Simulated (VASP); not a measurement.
Given:

```
CELL_PARAMETERS angstrom
     -2.08379     2.08379     2.08379
      2.08379    -2.08379     2.08379
      2.08379     2.08379    -2.08379
ATOMIC_POSITIONS crystal
  Na 0.00000 0.00000 0.00000
```

Level of theory: rev-vdW-DF2, VASP's PBE PAW potentials (set 64) (plane waves; VASP 6.6.1). Run with 520 eV cut-off, 14×14×14 Γ-centred mesh, tetrahedra with Blöchl corrections, potentials Na_pv.

Question: Predict the energy per atom (σ→0), band gap (on the k-mesh) with the smallest direct gap where there is one.

Answer: 
```
Item                                                         Value
------------------------  ----------------------------------------
band gap (on the k-mesh)  none (metal, semimetal or under 0.01 eV)
energy per atom (σ→0)                         60.2 kJ/mol of atoms
```

Total energies compare only between runs with the same potentials, cut-off and functional.

The compound is Na in the bcc structure. It was relaxed first, which changed the volume by -6 %.
